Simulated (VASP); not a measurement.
Input:

```xyz
5
Lattice="5.5573 0.0000 0.0000 0.0000 5.5573 0.0000 0.0000 0.0000 5.5573" Properties=species:S:1:pos:R:3 pbc="T T T"
Cs     0.0000     0.0000     0.0000
Pb     2.7787     2.7787     2.7787
Cl     2.7787     0.0000     2.7787
Cl     0.0000     2.7787     2.7787
Cl     2.7787     2.7787     0.0000
```

All values below come from PBE GGA with D4 dispersion, VASP's PBE PAW potentials (set 64) (plane waves; VASP). Settings: 520 eV cut-off, 4×4×4 Γ-centred mesh, Gaussian smearing of 0.050 eV, potentials Cs_sv Pb_d Cl.

Question: Give the stress tensor in GPa (positive for a compressed cell).

Answer: 
```
1.82  0.00  0.00
0.00  1.82  0.00
0.00  0.00  1.82
```
The pressure is its mean diagonal, 1.82 GPa.

The compound is CsPbCl3 in the cubic perovskite structure, the ideal cubic form; the compound distorts at low or room temperature. This cell is one point of a volume scan, at 0.94 of the reference volume.
